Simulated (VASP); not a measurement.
**FeGe₂ (relaxed from the AlB2 structure, space group P6/mmm): computed properties**

Calculation: r2SCAN meta-GGA, VASP's PBE PAW potentials (set 64) (plane waves; VASP).

For FeGe2, the space group comes out as P6/mmm (191) and the cell is a = b = 4.560 Å, c = 2.595 Å, α = β = 90.00°, γ = 120.00°. The volume per atom is 15.58 Å³/atom and the band gap (over mesh and band path) is none (metal, semimetal or under 0.01 eV). The cell moment comes out as 3.00 μB and the density is 7.15 g/cm³.

```
CELL_PARAMETERS angstrom
      4.55955     0.00000     0.00000
     -2.27978     3.94869     0.00000
      0.00000     0.00000     2.59537
ATOMIC_POSITIONS crystal
  Fe 0.00000 0.00000 0.00000
  Ge 0.33333 0.66667 0.50000
  Ge 0.66667 0.33333 0.50000
```
Starting moments (μB, in the order of the record's atoms Fe Ge Ge): 3.1 0.0 0.0.

The structure was generated: FeGe2 was put into the AlB2 type (P6/mmm), which need not be its known phase. It was relaxed first, which changed the volume by -45 %. Symmetry was kept, so distortions that lower it aren't found.
